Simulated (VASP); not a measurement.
Runs of VASP 6.6.1 on C2O2H4. The cell holds a molecule in a box, 8 atoms: a = 13.000 Å, b = 12.000 Å, c = 12.000 Å, α = 90.00°, β = 90.00°, γ = 90.00°. 

```csv
task,level,cell,grid for exact exchange (PRECFOCK),exchange at q = 0,gap on the mesh (eV),largest force (eV/Å)
single point,PBE0+D3(BJ),as given,Normal,default,5.93,0.24
single point,r2SCAN0+D4,as given,Normal,truncated,(b),0.33
atomic charges,PBE+TS,as given,-,-,4.21,0.84
relaxation of the atoms,RPBE,atoms relaxed,-,-,4.12,0.01
single point,BEEF-vdW,as given,-,-,4.02,(c)
electron localisation function,PBE,as given,-,-,(a),0.84
```

Alike in all rows: potentials or basis VASP PAW PBE potentials, release 64 (C, O, H); no spin polarisation; k mesh 1 × 1 × 1; cutoff (eV) 520; smearing gaussian 0.01 eV.

**Question.** Estimate the missing entries.

**Answer.** (a) 4.22; (b) 6.31; (c) 0.82.

Caveats: the PAW data sets were made with another functional, which shifts forces and pressure a little (some runs).

A k mesh can miss the band edges.

Not every run made on this cell is shown here.
